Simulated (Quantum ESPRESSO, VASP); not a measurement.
This is a calculation of BeAl3 for Quantum ESPRESSO 7.5. The cell comes from a database or a generator and needn't be the stable form of this composition.

Contents of pw.in:

```
&CONTROL
  calculation = 'scf'
  prefix = 'pwscf'
  outdir = './tmp'
  pseudo_dir = './pseudo'
  tprnfor = .true.
  tstress = .true.
  disk_io = 'low'
/
&SYSTEM
  ibrav = 0
  nat = 4
  ntyp = 2
  ecutwfc = 55
  ecutrho = 440
  nbnd = 12
  occupations = 'smearing'
  smearing = 'fd'
  degauss = 0.00367493
/
&ELECTRONS
  conv_thr = 8d-10
  electron_maxstep = 120
  mixing_beta = 0.5
/
ATOMIC_SPECIES
Al    26.9815 Al.pbe-n-kjpaw_psl.1.0.0.UPF
Be     9.0122 be_pbe_v1.4.uspp.F.UPF
CELL_PARAMETERS angstrom
  -1.9421910000    1.9421910000    3.8518930000
   1.9421910000   -1.9421910000    3.8518930000
   1.9421910000    1.9421910000   -3.8518930000
ATOMIC_POSITIONS crystal
Al     0.5000000000    0.5000000000    0.0000000000
Al     0.2500000000    0.7500000000    0.5000000000
Al     0.7500000000    0.2500000000    0.5000000000
Be     0.0000000000    0.0000000000    0.0000000000
K_POINTS automatic
10 10 10 0 0 0
```

pp_density.in

```
&INPUTPP
  prefix = 'pwscf'
  outdir = './tmp'
  filplot = 'density.dat'
  plot_num = 0
/
&PLOT
  nfile = 1
  filepp(1) = 'density.dat'
  iflag = 3
  output_format = 6
  fileout = 'density.cube'
/
```

The input pp_potential.in:

```
&INPUTPP
  prefix = 'pwscf'
  outdir = './tmp'
  filplot = 'potential.dat'
  plot_num = 11
/
&PLOT
  nfile = 1
  filepp(1) = 'potential.dat'
  iflag = 3
  output_format = 6
  fileout = 'potential.cube'
/
```

Potentials or basis: SSSP 1.3 efficiency PBE.

The run is started by

```sh
$ OMP_NUM_THREADS=1 pw.x -in pw.in > pw.out
$ OMP_NUM_THREADS=1 pp.x -in pp_density.in > pp_density.out
$ OMP_NUM_THREADS=1 pp.x -in pp_potential.in > pp_potential.out
```

Task: Translate it to VASP 6.6.1. Potentials or basis there: PBE PAW files Al, Be, 520 eV.

Result: As run (cutoffs and basis follow the program's own potentials, and thresholds, step limits or extra output files can differ):

The input INCAR:

```
SYSTEM = BeAl3
PREC     = Accurate       ! precision mode
ENCUT    = 520            ! plane-wave cutoff, eV
EDIFF    = 1E-7           ! SCF threshold, eV
ISMEAR   = -1             ! smearing method
SIGMA    = 0.05           ! smearing width, eV
LREAL    = .False.        ! projectors in reciprocal space
LASPH    = .True.         ! aspherical terms in the spheres
NELM     = 80             ! most SCF steps
ALGO     = Normal         ! electronic algorithm
ISIF     = 2              ! what is computed and relaxed
LWAVE    = .False.        ! write WAVECAR
LCHARG   = .True.         ! write CHGCAR
GGA      = PE             ! functional
LELF     = .True.         ! ELF
LVHAR    = .True.       
NBANDS   = 14             ! bands
```

KPOINTS

```
Automatic mesh
0
Gamma
  10 10 10
  0 0 0
```

Contents of POSCAR:

```
BeAl3
1.0
   -1.9421910000      1.9421910000      3.8518930000
    1.9421910000     -1.9421910000      3.8518930000
    1.9421910000      1.9421910000     -3.8518930000
Al Be
3 1
Direct
    0.5000000000      0.5000000000      0.0000000000
    0.2500000000      0.7500000000      0.5000000000
    0.7500000000      0.2500000000      0.5000000000
    0.0000000000      0.0000000000      0.0000000000
```

Potentials or basis: VASP PAW PBE potentials, release 64 (Al, Be).

The run is started by

```sh
$ cat potpaw_PBE.64/Al/POTCAR potpaw_PBE.64/Be/POTCAR > POTCAR
$ mpirun -np 1 vasp_std > vasp.out
```

Both were run:

|  | Quantum ESPRESSO | VASP |
| --- | --- | --- |
| Pressure | 0.7 GPa | 0.7 GPa |

The potentials hold 13 and 11 valence electrons a cell.

Pressure is positive in compression.
